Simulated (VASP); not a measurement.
Input:

```yaml
crystal:
  lattice:
    - [0.00000, 2.68654, 2.68654]
    - [2.68654, 0.00000, 2.68654]
    - [2.68654, 2.68654, 0.00000]
  atoms:
    - { symbol: Zn, position: [0.00000, 0.00000, 0.00000] }
    - { symbol: S, position: [0.25000, 0.25000, 0.25000] }
```

Calculation: SCAN meta-GGA, VASP's PBE PAW potentials (set 64) (plane waves; VASP). Run with 520 eV cut-off, 10×10×10 Γ-centred mesh, tetrahedra with Blöchl corrections, potentials Zn S.

Question: Predict the energy per atom (σ→0), band gap (over mesh and band path) with the smallest direct gap where there is one.

Answer: 
```json
{
  "band gap (over mesh and band path)": "2.70 eV",
  "smallest direct gap (over mesh and band path)": "2.70 eV",
  "energy per atom (σ→0)": "-12.500 eV/atom"
}
```

The compound is ZnS in the zinc blende structure. It was relaxed first.
